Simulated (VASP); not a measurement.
LuCuAs2:

```
Lu As Cu
1.0
     3.82624    0.00000    0.00000
     0.00000    3.82624    0.00000
     0.00000    0.00000    9.73648
Lu As Cu
2 4 2
Direct
  0.50000 0.00000 0.23498
  0.00000 0.50000 0.76502
  0.00000 0.50000 0.33648
  0.50000 0.00000 0.66352
  0.50000 0.50000 0.00000
  0.00000 0.00000 0.00000
  0.50000 0.50000 0.50000
  0.00000 0.00000 0.50000
```

The cell comes from a database or a generator and needn't be the stable form of this composition.

| Quantity | Value |
| --- | --- |
| Program | VASP 6.6.1 |
| Task | relaxation of cell and atoms |
| Functional | r2SCAN |
| Potentials or basis | VASP PAW PBE potentials, release 64 (Lu, As, Cu) |
| Cutoff | 600 eV |
| k mesh | 5 × 5 × 3 |
| Occupations | gaussian, width 0.05 eV |
| Spin | no spin polarisation |

At the start: pressure 1.1 GPa; volume 17.82 Å³/atom.

Question: Where does the relaxation end?

Answer: Over 12 steps the energy falls by 2.8 meV/atom and the volume is 18.02 Å³/atom (+1.1 %); space group P4/nmm (No. 129, to 0.05 Å).

The path:
```csv
step,energy change (eV),largest force (eV/Å),pressure (GPa),volume (Å³)
1,0.0000,0.3207,1.14,142.54
2,-0.0179,0.1512,-0.80,145.17
3,-0.0182,0.1778,-0.55,144.82
4,-0.0220,0.0389,-0.10,144.19
5,-0.0220,0.0249,-0.06,144.13
6,-0.0220,0.0297,-0.07,144.15
7,-0.0224,0.0287,0.07,143.98
8,-0.0224,0.0283,0.15,143.89
9,-0.0227,0.0188,-0.03,144.16
10,-0.0227,0.0191,-0.03,144.16
11,-0.0227,0.0194,-0.02,144.15
12,-0.0228,0.0071,-0.01,144.13
```

Final structure:
```
Lu As Cu
1.0
     3.85047    0.00000    0.00000
     0.00000    3.85047    0.00000
     0.00000    0.00000    9.72136
Lu As Cu
2 4 2
Direct
  0.50000 0.00000 0.23167
  0.00000 0.50000 0.76833
  0.00000 0.50000 0.33729
  0.50000 0.00000 0.66271
  0.50000 0.50000 0.00000
  0.00000 0.00000 0.00000
  0.50000 0.50000 0.50000
  0.00000 0.00000 0.50000
```

Caveat: the PAW data sets were made with another functional, which shifts forces and pressure a little.
